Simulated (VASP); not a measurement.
Calculation: r2SCAN meta-GGA with D2 dispersion, VASP's PBE PAW potentials (set 64) (plane waves; VASP).

The input files of a VASP run:

INCAR:
```
ALGO  =  Normal
EDIFF  =  1E-6
ENCUT  =  300
ISIF  =  2
ISMEAR  =  0
IVDW  =  10
LASPH  =  .TRUE.
LCHARG  =  .FALSE.
LMAXMIX  =  6
LMIXTAU  =  .TRUE.
LREAL  =  .FALSE.
LWAVE  =  .FALSE.
METAGGA  =  R2SCAN
NELM  =  100
PREC  =  Accurate
SIGMA  =  0.02
SYSTEM  =  PtSb2
```

**POSCAR**
```
PtSb2
6.4606080
  1.0000000000   0.0000000000   0.0000000000
  0.0000000000   1.0000000000   0.0000000000
  0.0000000000   0.0000000000   1.0000000000
Sb Pt
8 4
Cart
  0.6250000000   0.8750000000   0.1250000000
  0.1250000000   0.6250000000   0.8750000000
  0.6250000000   0.6250000000   0.6250000000
  0.3750000000   0.3750000000   0.3750000000
  0.8750000000   0.1250000000   0.6250000000
  0.8750000000   0.3750000000   0.1250000000
  0.1250000000   0.8750000000   0.3750000000
  0.3750000000   0.1250000000   0.8750000000
  0.0000000000   0.5000000000   0.5000000000
  0.5000000000   0.0000000000   0.5000000000
  0.0000000000   0.0000000000   0.0000000000
  0.5000000000   0.5000000000   0.0000000000
```

### KPOINTS
```
Automatic
0
gamma
  3 3 3
```

POTCAR, in this order: Sb Pt (PBE.64 set). Program: vasp_std.

The run wrote:

### stdout
```
 POSCAR found type information on POSCAR SbPt
 POSCAR found :  2 types and      12 ions
 Reading from existing POTCAR
 Reading from existing POTCAR

 -----------------------------------------------------------------------------
|                                                                             |
|               ----> ADVICE to this user running VASP <----                  |
|                                                                             |
|     You enforced a specific xc type in the INCAR file but a different       |
|     type was found in the POTCAR file.                                      |
|     I HOPE YOU KNOW WHAT YOU ARE DOING!                                     |
|                                                                             |
 -----------------------------------------------------------------------------

 -----------------------------------------------------------------------------
|                                                                             |
|     EEEEEEE  RRRRRR   RRRRRR   OOOOOOO  RRRRRR      ###     ###     ###     |
|     E        R     R  R     R  O     O  R     R     ###     ###     ###     |
|     E        R     R  R     R  O     O  R     R     ###     ###     ###     |
|     EEEEE    RRRRRR   RRRRRR   O     O  RRRRRR       #       #       #      |
|     E        R   R    R   R    O     O  R   R                               |
|     E        R    R   R    R   O     O  R    R      ###     ###     ###     |
|     EEEEEEE  R     R  R     R  OOOOOOO  R     R     ###     ###     ###     |
|                                                                             |
|     vdw_forces_G: ERROR unsupported xc-functional:                          |
|      please define parameter VDW_SR for this functional                     |
|                                                                             |
|       ---->  I REFUSE TO CONTINUE WITH THIS SICK JOB ... BYE!!! <----       |
|                                                                             |
 -----------------------------------------------------------------------------
```

VASP stops with an error: vdw_forces_G: ERROR unsupported xc-functional: please define parameter VDW_SR for this functional ----> I REFUSE TO CONTINUE WITH THIS SICK JOB ... BYE!!! <----

The structure is a typed PtSb2 crystal. The cell was not relaxed at this level. The run is one of a series of settings (GGA removed, IVDW = 10, LMIXTAU = .TRUE., METAGGA = R2SCAN against the base run), some of them coarse on purpose.
